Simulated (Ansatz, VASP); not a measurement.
## Two plane-wave programs on KNbAl4

```xyz
6
Lattice="0.0000 3.8563 3.8563 3.8563 0.0000 3.8563 3.8563 3.8563 0.0000" Properties=species:S:1:pos:R:3 pbc="T T T"
K     5.7845    5.7845    5.7845
Al    2.8860    2.8860    2.8860
Al    2.8860    4.8267    4.8267
Al    4.8267    4.8267    2.8860
Al    4.8267    2.8860    4.8267
Nb    0.0000    0.0000    0.0000
```

Change from the starting cell: species swapped into the YbCdCu4 type (F-43m, No. 216).

Alike in both runs: task single point; functional PBE; k mesh 4 × 4 × 4; occupations gaussian, width 0.1 eV; collinear spin.

|  | VASP | Ansatz |
| --- | --- | --- |
| version | VASP 6.6.1 | Ansatz 0.2.0 |
| potentials or method | VASP PAW PBE potentials, release 64 (K_sv, Al, Nb_sv) | scalar-relativistic, plane waves, PAW |
| plane-wave cutoff (eV) | 520 | 420 |
| valence electrons in the cell | 34 | 34 |

VASP gave:

- gap on the k mesh at the Fermi level (eV): none
- pressure (GPa): 0.4
- rms of the force components (eV/Å): 0.013
- net moment per atom (μB): 0.22
- size of the moment on the site where the two differ most (μB): 0.91

Estimate Ansatz's values.

gap on the k mesh at the Fermi level (eV): none; pressure (GPa): 0.4; rms of the force components (eV/Å): 0.014; net moment per atom (μB): 0.22; size of the moment on the site where the two differ most (μB): 1.03.

Site moments also hang on the region over which each program counts them. Atom by atom the forces differ by 0.001 eV/Å (rms over components). A gap of «none» marks a metal or a gap that the smearing closes. The functional is the same, so the differences come from potentials, cutoffs and numerics.
